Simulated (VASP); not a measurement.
Method: AM05 GGA, VASP's PBE PAW potentials (set 64) (plane waves; VASP).

A VASP calculation is set up with these files.

INCAR:
```
SYSTEM = SnO2
PREC = Accurate
ENCUT = 520
EDIFF = 1E-7
NELM = 100
ALGO = Normal
LREAL = .FALSE.
LASPH = .TRUE.
ISMEAR = 0
SIGMA = 0.05
GGA = AM
LMAXMIX = 4
LWAVE = .FALSE.
LCHARG = .FALSE.
ISIF = 4
IBRION = 2
NSW = 30
EDIFFG = -0.01
```

KPOINTS:
```
Automatic mesh
0
Gamma
5 5 7
0 0 0
```

### POSCAR
```
SnO2
1.0
  4.6806025799   0.0000000000   0.0000000000
  0.0000000000   4.6806025799   0.0000000000
  0.0000000000   0.0000000000   3.1482627617
Sn O
2 4
Cartesian
  0.0000000000   0.0000000000   0.0000000000
  2.3403012900   2.3403012900   1.5741313808
  1.4343031087   1.4343031087   3.1482627617
  3.7746043987   0.9059981812   1.5741313808
  0.9059981812   3.7746043987   1.5741313808
  3.2462994712   3.2462994712   0.0000000000
```

POTCAR, in this order: Sn_d O (PBE.64 set). Program: vasp_std.

Output of the run:

### OSZICAR
```
       N       E                     dE             d eps       ncg     rms          rms(c)
DAV:   1     0.659721348598E+03    0.65972E+03   -0.26567E+04  1650   0.264E+03
DAV:   2     0.493523688114E+02   -0.61037E+03   -0.58463E+03  1714   0.680E+02
DAV:   3    -0.391391950369E+02   -0.88492E+02   -0.87759E+02  1684   0.225E+02
DAV:   4    -0.435624903108E+02   -0.44233E+01   -0.44059E+01  1807   0.544E+01
DAV:   5    -0.436876178817E+02   -0.12513E+00   -0.12509E+00  1831   0.935E+00    0.154E+01
DAV:   6    -0.381757061035E+02    0.55119E+01   -0.20850E+01  2398   0.688E+01    0.605E+00
DAV:   7    -0.382510471829E+02   -0.75341E-01   -0.18516E+00  1663   0.825E+00    0.333E+00
DAV:   8    -0.382234100952E+02    0.27637E-01   -0.23621E-01  2065   0.539E+00    0.666E-01
DAV:   9    -0.382125600109E+02    0.10850E-01   -0.68975E-02  2388   0.415E+00    0.169E-01
DAV:  10    -0.382130461563E+02   -0.48615E-03   -0.47153E-03  1968   0.580E-01    0.621E-02
DAV:  11    -0.382131450478E+02   -0.98891E-04   -0.33650E-04  2001   0.128E-01    0.133E-02
DAV:  12    -0.382131500732E+02   -0.50254E-05   -0.24410E-05  2259   0.501E-02    0.113E-02
DAV:  13    -0.382131477803E+02    0.22929E-05   -0.15004E-05  2468   0.501E-02    0.366E-03
DAV:  14    -0.382131478569E+02   -0.76667E-07   -0.15167E-06  2273   0.162E-02    0.131E-03
DAV:  15    -0.382131479227E+02   -0.65793E-07   -0.59809E-08  1157   0.185E-03
   1 F= -.38213148E+02 E0= -.38213148E+02  d E =-.382131E+02
       N       E                     dE             d eps       ncg     rms          rms(c)
DAV:   1    -0.382443104025E+02   -0.31163E-01   -0.57205E+00  1560   0.168E+01    0.125E+00
DAV:   2    -0.382387088652E+02    0.56015E-02   -0.27070E-01  1825   0.461E+00    0.703E-01
DAV:   3    -0.382224162630E+02    0.16293E-01   -0.19057E-02  2112   0.185E+00    0.187E-01
DAV:   4    -0.382222336458E+02    0.18262E-03   -0.76504E-03  2001   0.669E-01    0.611E-02
DAV:   5    -0.382222029545E+02    0.30691E-04   -0.68744E-04  1727   0.256E-01    0.238E-02
DAV:   6    -0.382222023744E+02    0.58013E-06   -0.68422E-05  2216   0.110E-01    0.982E-03
DAV:   7    -0.382222020444E+02    0.33003E-06   -0.77808E-06  1929   0.306E-02    0.477E-03
DAV:   8    -0.382222024737E+02   -0.42927E-06   -0.12911E-06  1823   0.823E-03    0.109E-03
DAV:   9    -0.382222024742E+02   -0.53660E-09   -0.55716E-08  1052   0.303E-03
   2 F= -.38222202E+02 E0= -.38222202E+02  d E =-.905455E-02
       N       E                     dE             d eps       ncg     rms          rms(c)
DAV:   1    -0.382248602295E+02   -0.26578E-02   -0.38155E-01  1566   0.432E+00    0.323E-01
DAV:   2    -0.382245248715E+02    0.33536E-03   -0.18089E-02  1834   0.123E+00    0.181E-01
DAV:   3    -0.382234475117E+02    0.10774E-02   -0.12617E-03  2135   0.483E-01    0.473E-02
DAV:   4    -0.382234389984E+02    0.85132E-05   -0.51411E-04  1972   0.172E-01    0.153E-02
DAV:   5    -0.382234372100E+02    0.17884E-05   -0.50440E-05  1734   0.680E-02    0.564E-03
DAV:   6    -0.382234368113E+02    0.39869E-06   -0.51487E-06  2144   0.276E-02    0.205E-03
DAV:   7    -0.382234369156E+02   -0.10427E-06   -0.52673E-07  1734   0.642E-03    0.144E-03
DAV:   8    -0.382234368733E+02    0.42336E-07   -0.10536E-07  1178   0.433E-03
   3 F= -.38223437E+02 E0= -.38223437E+02  d E =-.102890E-01
       N       E                     dE             d eps       ncg     rms          rms(c)
DAV:   1    -0.382247838529E+02   -0.13469E-02   -0.12158E-01  1488   0.251E+00    0.204E-01
DAV:   2    -0.382242952694E+02    0.48858E-03   -0.26125E-03  2165   0.553E-01    0.120E-01
DAV:   3    -0.382239536835E+02    0.34159E-03   -0.33118E-04  2277   0.261E-01    0.145E-02
DAV:   4    -0.382239586902E+02   -0.50067E-05   -0.84053E-05  1723   0.680E-02    0.718E-03
DAV:   5    -0.382239588576E+02   -0.16742E-06   -0.24361E-06  1844   0.164E-02    0.314E-03
DAV:   6    -0.382239589146E+02   -0.56976E-07   -0.32525E-07  1541   0.629E-03
   4 F= -.38223959E+02 E0= -.38223959E+02  d E =-.522041E-03
       N       E                     dE             d eps       ncg     rms          rms(c)
DAV:   1    -0.382242102686E+02   -0.25141E-03   -0.28863E-02  1488   0.122E+00    0.995E-02
DAV:   2    -0.382240944505E+02    0.11582E-03   -0.62164E-04  2173   0.271E-01    0.586E-02
DAV:   3    -0.382240134539E+02    0.80997E-04   -0.78477E-05  2268   0.127E-01    0.708E-03
DAV:   4    -0.382240146646E+02   -0.12107E-05   -0.19850E-05  1723   0.328E-02    0.351E-03
DAV:   5    -0.382240147249E+02   -0.60343E-07   -0.57101E-07  1689   0.810E-03
   5 F= -.38224015E+02 E0= -.38224015E+02  d E =-.577852E-03
```

### OUTCAR
```
------------------------ aborting loop because EDIFF is reached ----------------------------------------
  FORCE on cell =-STRESS in cart. coord.  units (eV):
  Direction    XX          YY          ZZ          XY          YZ          ZX
  --------------------------------------------------------------------------------------
  Total        5.7687760      5.7687760      5.7564349     -0.0000000      0.0000000      0.0000000
  in kB      134.0046129    134.0046129    133.7179382     -0.0000000      0.0000000      0.0000000
  external PRESSURE =     133.9090547 kB  Pullay stress =       0.0000000 kB
  volume of cell :       68.97
      direct lattice vectors                 reciprocal lattice vectors
     4.658944546  0.000000000  0.000000000     0.214640889 -0.000000000  0.000000000
     0.000000000  4.658944546  0.000000000    -0.000000000  0.214640889  0.000000000
     0.000000000  0.000000000  3.177601453     0.000000000  0.000000000  0.314702777
 POSITION                                       TOTAL-FORCE (eV/Angst)
 -----------------------------------------------------------------------------------
      0.00000      0.00000      0.00000         0.000000      0.000000     -0.000000
      2.32947      2.32947      1.58880         0.000000      0.000000     -0.000000
      1.42354      1.42354      0.00000        -0.003397     -0.003397      0.000000
      3.75302      0.90593      1.58880        -0.003397      0.003397     -0.000000
      0.90593      3.75302      1.58880         0.003397     -0.003397     -0.000000
      3.23540      3.23540      0.00000         0.003397      0.003397     -0.000000
 -----------------------------------------------------------------------------------
    total drift:                                0.000000     -0.000000      0.000000
  FREE ENERGIE OF THE ION-ELECTRON SYSTEM (eV)
  ---------------------------------------------------
  free  energy   TOTEN  =       -38.2240147249 eV

  energy  without entropy=      -38.2240147249  energy(sigma->0) =      -38.22401472

 reached required accuracy - stopping structural energy minimisation
```
(Selected blocks of OUTCAR.)

### CONTCAR
```
SnO2
   1.00000000000000
     4.6589445460347712    0.0000000000000000    0.0000000000000000
     0.0000000000000000    4.6589445460347712    0.0000000000000000
     0.0000000000000000    0.0000000000000000    3.1776014529202246
  Sn              O
     2     4
Direct
     0.0000000000000000    0.0000000000000000    0.0000000000000000
     0.5000000000000000    0.5000000000000000    0.5000000000000000
     0.3055505001024916    0.3055505001024916    0.0000000000000000
     0.8055505001024917    0.1944494998975083    0.5000000000000000
     0.1944494998975083    0.8055505001024917    0.5000000000000000
     0.6944494998975083    0.6944494998975083    0.0000000000000000
```

### OUTCAR
```
 val. band max:        6.5190014407   @ k =   0.0000   0.0000   0.0000

 cond. band min:       8.1199214953   @ k =   0.0000   0.0000   0.0000


 Fermi energy:         6.7731627632

 k-point     1 :       0.0000    0.0000    0.0000
  band No.  band energies     occupation
      1     -14.6009      2.00000
      2     -13.7067      2.00000
      3     -13.4036      2.00000
      4     -13.3744      2.00000
      5     -13.3744      2.00000
      6     -13.3539      2.00000
      7     -13.2338      2.00000
      8     -13.1244      2.00000
      9     -13.0813      2.00000
     10     -13.0813      2.00000
     11     -12.5067      2.00000
     12     -10.5641      2.00000
     13     -10.5641      2.00000
     14      -8.4514      2.00000
     15      -1.8217      2.00000
     16       2.2994      2.00000
     17       2.2994      2.00000
     18       2.3139      2.00000
     19       3.2338      2.00000
     20       4.4280      2.00000
     21       4.6667      2.00000
     22       5.2528      2.00000
     23       5.2528      2.00000
     24       5.7052      2.00000
     25       5.7052      2.00000
     26       6.5190      2.00000
     27       8.1199      0.00000
     28      12.8353      0.00000
     29      12.8494      0.00000
     30      12.8494      0.00000
     31      17.0472      0.00000

 k-point     2 :       0.2000    0.0000    0.0000
  band No.  band energies     occupation
      1     -14.5323      2.00000
      2     -13.7831      2.00000
      3     -13.4061      2.00000
      4     -13.4056      2.00000
      5     -13.3710      2.00000
      6     -13.3708      2.00000
      7     -13.2220      2.00000
      8     -13.1331      2.00000
      9     -13.0857      2.00000
     10     -13.0855      2.00000
     11     -12.3950      2.00000
     12     -10.8470      2.00000
     13     -10.2818      2.00000
     14      -8.5586      2.00000
     15      -1.5613      2.00000
     16       1.6496      2.00000
     17       2.4799      2.00000
...
```

Unless said otherwise, spin-orbit coupling is left out, though it shifts the bands of the heavy elements here.

The compound is SnO2 in the rutile structure. This cell is one point of a volume scan, at 0.94 of the reference volume. Symmetry was kept, so distortions that lower it aren't found.
